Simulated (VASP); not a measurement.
VASP ran on this input.

POSCAR:
```
Zn4SSe3
1
    0.0020169850     5.5710440884     5.5612986685
    5.5710440884     0.0020169850     5.5612986685
    2.7865305367     2.7865305367     0.0000000000
Zn Se S
4 3 1
Direct
  0.9997865607   0.9997865607   0.0004268786
  0.9894577029   0.5039044846   0.0066378125
  0.5039044846   0.9894577029   0.0066378125
  0.5068189072   0.5068189072   0.9863621856
  0.1254529060   0.1254529060   0.2490941879
  0.1257606193   0.6240894064   0.2501499743
  0.6240894064   0.1257606193   0.2501499743
  0.6247294128   0.6247294128   0.2505411744
```

File KPOINTS:
```
Automatic mesh
0
Gamma
3 3 6
0 0 0
```

### INCAR
```
SYSTEM = Zn4SSe3
PREC = Accurate
ENCUT = 400
EDIFF = 1E-6
NELM = 100
ALGO = Normal
LREAL = .FALSE.
LASPH = .TRUE.
ISMEAR = 0
SIGMA = 0.05
GGA = PS
LMAXMIX = 4
LWAVE = .FALSE.
LCHARG = .FALSE.
IBRION = 2
ISIF = 3
NSW = 60
EDIFFG = -0.02
```

POTCAR, in this order: Zn Se S (PBE.64 set). Program: vasp_std.

Problem. Translate this PBEsol calculation to Ansatz.

Solution. One equivalent input (not run):
Ansatz 0.2 input:
```yaml
crystal:
  lattice:
    - [0.0020170, 5.5710441, 5.5612987]
    - [5.5710441, 0.0020170, 5.5612987]
    - [2.7865305, 2.7865305, 0.0000000]
  atoms:
    - { symbol: Zn, position: [0.9997866, 0.9997866, 0.0004269] }
    - { symbol: Zn, position: [0.9894577, 0.5039045, 0.0066378] }
    - { symbol: Zn, position: [0.5039045, 0.9894577, 0.0066378] }
    - { symbol: Zn, position: [0.5068189, 0.5068189, 0.9863622] }
    - { symbol: Se, position: [0.1254529, 0.1254529, 0.2490942] }
    - { symbol: Se, position: [0.1257606, 0.6240894, 0.2501500] }
    - { symbol: Se, position: [0.6240894, 0.1257606, 0.2501500] }
    - { symbol: S, position: [0.6247294, 0.6247294, 0.2505412] }
kpoints:
  mp_grid: { grid: [3, 3, 6] }
hamiltonian:
  xc: pbesol
  pseudopotentials: { kind: paw }
scf:
  occupations: { method: gaussian, width: 0.05 }
  max_iter: 100
relax:
  max_steps: 60
  f_tol: 0.02
  cell: {}
output: { forces: true, stress: true, eigenvalues: true }
```
The two are equivalent in intent, not identical: each code has its own PAW files, so the cut-off isn't converted (ENCUT is set for VASP's; basis.ecutwfc is left out, and Ansatz then takes the one that its files recommend); Ansatz stops its SCF on the density residual and VASP on the energy change (EDIFF).

The structure was generated: Zn4SSe3 was put into an ordered model structure (Amm2), which need not be its known phase. This run relaxes it. Symmetry was kept, so distortions that lower it aren't found. The start is the result of an earlier pass.
